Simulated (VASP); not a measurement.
Here is the system:

```xyz
1
Lattice="0.0000 2.0400 2.0400 2.0400 0.0000 2.0400 2.0400 2.0400 0.0000" Properties=species:S:1:pos:R:3 pbc="T T T"
Au     0.0000     0.0000     0.0000
```

These are optB86b-vdW, VASP's PBE PAW potentials (set 64) (plane waves; VASP) values and carry that method's errors. Numerical set-up: 520 eV cut-off, 14×14×14 Γ-centred mesh, first-order Methfessel-Paxton smearing of 0.10 eV, potentials Au.

Energy and stress use the plane-wave basis of the starting cell.

The ions, cell shape and volume are relaxed. Which structure does the run end with?

```xyz
1
Lattice="0.0000 2.0600 2.0600 2.0600 0.0000 2.0600 2.0600 2.0600 0.0000" Properties=species:S:1:pos:R:3 pbc="T T T"
Au     0.0000     0.0000     0.0000
```
Space group Fm-3m (225), at a tolerance of 0.03 Å.

How do energy and volume change from the first to the last step?

The energy (σ→0) changes by -7.7 meV/atom and the volume by +3.0 %, in 3 ionic steps.

The compound is Au in the fcc structure. This run relaxes it. Symmetry was kept, so distortions that lower it aren't found.
